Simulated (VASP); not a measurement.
Here is the system:

```yaml
crystal:
  lattice:
    - [0.00000, 1.98999, 1.98999]
    - [1.98999, 0.00000, 1.98999]
    - [1.98999, 1.98999, 0.00000]
  atoms:
    - { symbol: Pd, position: [0.00000, 0.00000, 0.00000] }
```

Computed with RPBE GGA, VASP's PBE PAW potentials (set 64) (plane waves; VASP 6.6.1). Settings: 520 eV cut-off, Gaussian smearing of 0.050 eV, potentials Pd.

Predict the band gap (along the path) with the smallest direct gap where there is one.

```json
{
  "band gap (along the path)": "none (metal, semimetal or under 0.01 eV)"
}
```

The compound is Pd in the fcc structure. It was relaxed first, which changed the volume by +7 %.
